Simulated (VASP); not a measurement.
## NiO: the relaxed cell at several levels

Aim: relax NiO at several levels and hold each cell against experiment. The levels: PBE, LDA, r2SCAN and PBE + D3(BJ). The start is a cell from a database of measured crystal structures.

Main program and level: VASP 6.6.1; PBE, spin-polarised from a ferromagnetic start (one magnetic atom a cell); plane waves and PAW (Ni, O), in the first sound run; inputs show where later runs differ.

**What experiment says.**

For NiO, rock-salt (unstrained reference value), “Band gap bowing in NixMg1−xO” (2016, pmc:4977526) quotes earlier work: lattice constant a (cubic lattice constant, quoted from earlier experiment) 4.177 Å [literature experimental value used as input for Vegard's law in the calculations; sample …].

Most raw output is cut from this account.

### 1. Starting point

Before any relaxation, the start is as follows. Symmetry: Fm-3m, No. 225, cubic system. The conventional cell has a = 4.179 Å, b = 4.179 Å, c = 4.179 Å, α = 90.00°, β = 90.00°, γ = 90.00°. Nearest to Ni lie 6 O at 2.09 Å. Nearest to O lie 6 Ni at 2.09 Å. Farther neighbours and most contacts between anions are not listed.

Coordinates:

```xyz
2
Lattice="0.0000 2.0893 2.0893 2.0893 0.0000 2.0893 2.0893 2.0893 0.0000" Properties=species:S:1:pos:R:3 pbc="T T T"
Ni    0.0000    0.0000    0.0000
O     2.0893    2.0893    2.0893
```

### 2. Relaxation with PBE

Properties are meant for the cell that this level of theory prefers, so cell and atoms are relaxed first (ISIF = 3) until forces and stress are small; EDIFFG sets the threshold. PBE, the usual starting point, adds the gradient of the density.

INCAR reads:

```
SYSTEM = NiO
PREC = Accurate
ENCUT = 560
EDIFF = 1E-06
NELM = 100
ISMEAR = -1
SIGMA = 0.05
LREAL = .FALSE.
ALGO = Normal
GGA = PE
NBANDS = 16
ISPIN = 2
MAGMOM = 1 0
LASPH = .TRUE.
LMAXMIX = 4
LORBIT = 11
LWAVE = .FALSE.
LCHARG = .FALSE.
KPAR = 2
IBRION = 2
NSW = 60
ISIF = 3
EDIFFG = -0.01
```

POSCAR reads:

```
NiO
1.0
    0.0000000000      2.0893050000      2.0893050000
    2.0893050000      0.0000000000      2.0893050000
    2.0893050000      2.0893050000      0.0000000000
Ni O
1 1
Direct
    0.0000000000      0.0000000000      0.0000000000
    0.5000000000      0.5000000000      0.5000000000
```

KPOINTS reads:

```
Automatic mesh
0
Gamma
8 8 8
0 0 0
```

PAW data sets: Ni and O (PBE family, release 64).

Run with:

```bash
$ mpirun -np 2 vasp_std
```

Elapsed: 29 s, on 2 MPI ranks of AMD EPYC 9R14 (Zen 4), shared host; peak memory 0.26 GiB; 55 s of CPU time.

The cell holds one magnetic atom, so no antiferromagnetic order fits into it. Experiment finds antiferromagnetic order in this phase (below 523 K, arxiv:1210.6675), so this ferromagnetic run describes another state. The k-mesh is coarse for a metal. Oxides and halides of Ni are often magnetic insulators, and a metal at this level, without U or exact exchange, may be an artefact. The run keeps the 48 symmetry operations of its start, so it cannot find a distortion of lower symmetry.

The steps of the relaxation:

```csv
step,energy less that of the first step (eV),largest force (eV/Å),pressure (GPa),volume (Å³)
1,0.0000,0.0000,5.29,18.24
2,-0.0057,0.0000,-2.79,19.05
3,-0.0083,0.0000,0.13,18.75
```

```
conventional cell, symmetrised  before  after  change
                         a (Å)   4.179  4.217  +0.9 %
                         b (Å)   4.179  4.217  +0.9 %
                         c (Å)   4.179  4.217  +0.9 %
              volume (Å³/atom)    9.12   9.38  +2.8 %
```

Final coordinates:

```cif
data_structure
_symmetry_space_group_name_H-M 'P 1'
_symmetry_Int_Tables_number 1
_cell_length_a 2.9822
_cell_length_b 2.9822
_cell_length_c 2.9822
_cell_angle_alpha 60.000
_cell_angle_beta 60.000
_cell_angle_gamma 60.000
_cell_volume 18.75
loop_
_atom_site_label
_atom_site_type_symbol
_atom_site_fract_x
_atom_site_fract_y
_atom_site_fract_z
_atom_site_occupancy
Ni1 Ni 0.00000 0.00000 0.00000 1
O2 O 0.50000 0.50000 0.50000 1
```

This step gave:

```yaml
electrons: 16
bands: 16
irreducible_k_points: 29
symmetry_operations: 48
free_energy_toten: -11.48 eV
energy_at_zero_smearing: -11.48 eV
fermi_energy: 7.478 eV
pressure: 0.1253 GPa
moment_of_the_cell_from_the_last_line_of_the_log: 1.827 μB
metallic: yes
scf_cycles_over_all_ionic_steps: 44
```

Spin moment in the PAW sphere by atom:

```
atom  spin moment in the PAW sphere (μB)
 Ni1                                1.49
  O2                                0.29
```

It ends with forces that vanish by symmetry and a pressure of 0.13 GPa. The volume lies +2.8 % from that of the database's start. The conventional cell has a = 4.217 Å. The largest moment is 1.49 μB.

### 3. Relaxation with LDA

This step: LDA, spin-polarised from a ferromagnetic start (one magnetic atom a cell); plane waves and PAW (Ni, O) (VASP 6.6.1).

LDA, the lowest rung, knows the local density alone.

Edit INCAR of step 2 so:

```diff
@@ -9,3 +9,3 @@
 ALGO = Normal
-GGA = PE
+GGA = CA
 NBANDS = 16
```

POSCAR is that of step 2.

KPOINTS is that of step 2.

Run with:

```bash
$ mpirun -np 2 vasp_std
```

It took 32 s on 2 MPI ranks; peak memory 0.24 GiB; 63 s of CPU time.

The PAW data sets were made with PBE, though LDA sets exist; this is a small mismatch. After so large a change of volume the plane waves of the start cell no longer fit, so the final stress carries a basis-set error.

The steps of the relaxation:

```csv
step,energy less that of the first step (eV),largest force (eV/Å),pressure (GPa),volume (Å³)
1,0.0000,0.0000,-19.37,18.24
2,-0.0333,0.0000,21.72,15.48
3,-0.1054,0.0000,-0.48,16.64
4,-0.1053,0.0000,0.31,16.61
5,-0.1054,0.0000,-0.15,16.65
```

```
conventional cell, symmetrised  before  after  change
                         a (Å)   4.179  4.053  -3.0 %
                         b (Å)   4.179  4.053  -3.0 %
                         c (Å)   4.179  4.053  -3.0 %
              volume (Å³/atom)    9.12   8.32  -8.7 %
```

Final coordinates:

```
Ni O
1.0
     0.00000    2.02662    2.02662
     2.02662    0.00000    2.02662
     2.02662    2.02662    0.00000
Ni O
1 1
Direct
  0.00000 0.00000 0.00000
  0.50000 0.50000 0.50000
```

This step gave:

```
free energy (TOTEN)                               : -13.43 eV
energy at zero smearing                           : -13.42 eV
Fermi energy                                      : 8.778 eV
pressure                                          : -0.1509 GPa
moment of the cell, from the last line of the log : 0.5881 μB
SCF cycles over all ionic steps                   : 61
```

Spin moment in the PAW sphere by atom:

```csv
atom,spin moment in the PAW sphere (μB)
Ni1,0.484
O2,0.086
```

It ends at 8.324 Å³/atom, -8.7 % from the start, with -0.15 GPa left. The conventional cell has a = 4.053 Å. The largest moment is 0.48 μB.

### 4. Relaxation with r2SCAN

This step: r2SCAN, spin-polarised from a ferromagnetic start (one magnetic atom a cell); plane waves and PAW (Ni, O) (VASP 6.6.1).

r2SCAN adds the kinetic-energy density, costs more than a GGA and is run with LASPH.

Edit INCAR of step 3 so:

```diff
@@ -9,3 +9,4 @@
 ALGO = Normal
-GGA = CA
+METAGGA = R2SCAN
+LASPH = .TRUE.
 NBANDS = 16
@@ -13,3 +14,2 @@
 MAGMOM = 1 0
-LASPH = .TRUE.
 LMAXMIX = 4
```

POSCAR is that of step 3.

KPOINTS is that of step 3.

Run with:

```bash
$ mpirun -np 2 vasp_std
```

Elapsed: 82 s, on 2 MPI ranks; peak memory 0.27 GiB.

The gap is read on the k-mesh alone, so it is an upper bound where the band edges lie off the mesh. Direct gaps are counted within one spin. The valence top and the conduction bottom belong to opposite spins. The PAW data sets were made with PBE, which is usual practice but a small mismatch for other functionals.

Step by step:

| step | energy less that of the first step (eV) | largest force (eV/Å) | pressure (GPa) | volume (Å³) |
| --- | --- | --- | --- | --- |
| 1 | 0.0000 | 0.0000 | 1.50 | 18.24 |
| 2 | -0.0002 | 0.0000 | -1.09 | 18.47 |
| 3 | -0.0006 | 0.0000 | 0.04 | 18.36 |

```
conventional cell, symmetrised  before  after  change
                         a (Å)   4.179  4.188  +0.2 %
                         b (Å)   4.179  4.188  +0.2 %
                         c (Å)   4.179  4.188  +0.2 %
              volume (Å³/atom)    9.12   9.18  +0.7 %
```

Final coordinates:

```xyz
2
Lattice="0.0000 2.0939 2.0939 2.0939 0.0000 2.0939 2.0939 2.0939 0.0000" Properties=species:S:1:pos:R:3 pbc="T T T"
Ni    0.0000    0.0000    0.0000
O     2.0939    2.0939    2.0939
```

It ends at 9.180 Å³/atom, +0.7 % from the start, with 0.04 GPa left. The conventional cell has a = 4.188 Å. The largest moment is 1.69 μB.

### 5. Relaxation with PBE + D3(BJ)

This step: PBE with D3(BJ), spin-polarised from a ferromagnetic start (one magnetic atom a cell); plane waves and PAW (Ni, O) (VASP 6.6.1).

A dispersion term adds the long-range attraction that semilocal functionals lack. D3 with Becke-Johnson damping keeps a finite attraction at short range.

Edit INCAR of step 4 so:

```diff
@@ -9,4 +9,4 @@
 ALGO = Normal
-METAGGA = R2SCAN
-LASPH = .TRUE.
+GGA = PE
+IVDW = 12
 NBANDS = 16
@@ -14,2 +14,3 @@
 MAGMOM = 1 0
+LASPH = .TRUE.
 LMAXMIX = 4
```

POSCAR is that of step 4.

KPOINTS is that of step 4.

Run with:

```bash
$ mpirun -np 2 vasp_std
```

Wall time 28 s (2 MPI ranks); peak memory 0.29 GiB; 54 s of CPU time.

Step by step:

| step | energy less that of the first step (eV) | largest force (eV/Å) | pressure (GPa) | volume (Å³) |
| --- | --- | --- | --- | --- |
| 1 | 0.0000 | 0.0000 | 1.90 | 18.24 |
| 2 | -0.0003 | 0.0000 | -1.46 | 18.53 |
| 3 | -0.0009 | 0.0000 | -0.06 | 18.40 |

| conventional cell, symmetrised | before | after | change |
| --- | --- | --- | --- |
| a (Å) | 4.179 | 4.191 | +0.3 % |
| b (Å) | 4.179 | 4.191 | +0.3 % |
| c (Å) | 4.179 | 4.191 | +0.3 % |
| volume (Å³/atom) | 9.12 | 9.20 | +0.9 % |

Final coordinates:

```xyz
2
Lattice="0.0000 2.0953 2.0953 2.0953 0.0000 2.0953 2.0953 2.0953 0.0000" Properties=species:S:1:pos:R:3 pbc="T T T"
Ni    0.0000    0.0000    0.0000
O     2.0953    2.0953    2.0953
```

It ends at 9.199 Å³/atom, +0.9 % from the start, with -0.06 GPa left. The conventional cell has a = 4.191 Å. The largest moment is 1.48 μB. Against plain PBE, the dispersion term moves a by -0.6 %.

### 6. The cells as a table

This step: relaxed cells at several levels; plane waves and PAW (VASP 6.6.1).

Derived from the runs above.

Lengths are those of the conventional cell; cost is the wall time of each run, as given at its step, times its ranks, without the set-up around it. Results by level, by row:

```
       level  volume (Å³/atom)  change from the start (%)  a (Å)  largest site moment (μB)  cost (core minutes)
         PBE              9.38                        2.8  4.217                     1.494                0.967
         LDA              8.32                       -8.7  4.053                     0.484                 1.07
      r2SCAN              9.18                        0.7  4.188                     1.694                 2.73
PBE + D3(BJ)               9.2                        0.9  4.191                     1.477                0.933
```

### 7. Results

```
volume, PBE          : 9.377 Å³/atom
volume, LDA          : 8.324 Å³/atom
volume, r2SCAN       : 9.180 Å³/atom
volume, PBE + D3(BJ) : 9.199 Å³/atom
```

What this shows: For NiO the levels give volumes between 8.324 Å³/atom (LDA) and 9.377 Å³/atom (PBE), a spread of 12.7 %, while the cost of the finished runs spans a factor of 2.9. Within 1 % of experiment on every length: PBE, r2SCAN and PBE + D3(BJ). The nearest, r2SCAN, took 2.9 times the core time of PBE + D3(BJ) and lowers the largest miss from 0.33 to 0.26 %. Thermal and zero-point expansion, often some tenths of a per cent in length, bear on this order: with the measured lengths lowered by an assumed 0.4 % the nearest is still r2SCAN. The costs hold the number of ionic steps as well as the price of the functional. LDA ended with a moment of the cell far from the others (0.6 against about 1.8 μB), so in another magnetic state, which bears on the volume. Adding D3(BJ) to PBE changes the volume by -1.9 % (a by -0.6 %). Within 0.02 Å all end in space group Fm-3m; the runs can't lower the symmetry of the start. The k-sampling is coarse for a metal, so the Fermi level, moments, pressures and the shape of the cell carry errors. Only the typed magnetic starts were tried, so the magnetic ground state may differ and with it the other results. Only ferromagnetic starts were used, while the crystal orders antiferromagnetically, so what depends on the order belongs to another state. The largest site moment differs between levels, from 0.48 μB (LDA) to 1.69 μB (r2SCAN); larger moments and larger volumes go together in magnets, so the two can't be judged apart. Each is a single relaxation on the plane waves of the start cell, so larger changes of volume carry a basis-set error that was not tested here.

Calculation against experiment:

```
              quantity  measured             PBE             LDA          r2SCAN    PBE + D3(BJ)
lattice constant a (Å)     4.177  4.217 (+1.0 %)  4.053 (-3.0 %)  4.188 (+0.3 %)  4.191 (+0.3 %)
```

Measured values from pmc:4977526 (2016).

Verdict: For the lattice constant a, of the levels listed nearest comes r2SCAN (+0.3 %) and farthest LDA (-3.0 %). The runs are ferromagnetic and the sample is antiferromagnetic, so the match is not graded. Zero-point motion and thermal expansion are not in the computed lattice constants.

[Lines on the potential files, build, host, timing and source positions are cut from VASP's logs without a mark.]

[Logs are printed without paths, hosts, clocks, repeated set-up lines and the standing remarks that a program may print on its own settings, such as how far it seeks lower states.]

[Hosts, paths, dates, database ids (printed as entryN), source tags and the programs' standing remarks are cut or masked in the printed files.]

[A measured line is paired with the nearest computed mode of its activity, which favours agreement.]
